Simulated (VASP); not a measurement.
Data:

```
Si
1.0
   -2.38839     2.38839     1.33643
    2.38839    -2.38839     1.33643
    2.38839     2.38839    -1.33643
Si
2
Direct
  0.75000   0.25000   0.50000
  0.00000   0.00000   0.00000
```

Computed with r2SCAN meta-GGA, VASP's PBE PAW potentials (set 64) (plane waves; VASP). Run with 400 eV cut-off, 17×17×17 Γ-centred mesh, tetrahedra with Blöchl corrections, potentials Si.

### Question
Give the energies of bands 1 to 7 at the high-symmetry points, in eV from the Fermi level.

### Answer

```csv
band,Γ,X,M,Z,P,N
1,-14.49,-11.20,-8.65,-6.68,-6.58,-8.06
2,-2.64,-11.20,-8.65,-6.06,-6.58,-7.17
3,-2.64,0.35,-7.10,-4.96,-5.42,-2.27
4,-1.79,0.35,-7.10,-4.69,-5.42,-1.94
5,1.94,2.99,5.85,-4.69,4.36,-1.53
6,7.85,2.99,5.85,6.38,4.36,1.30
7,9.50,8.63,13.95,6.47,6.54,4.85
```

It has no gap at this level: it comes out as a metal or semimetal.

The structure was generated: Si was put into the beta-Sn type (I4_1/amd), which need not be its known phase. It was relaxed first.
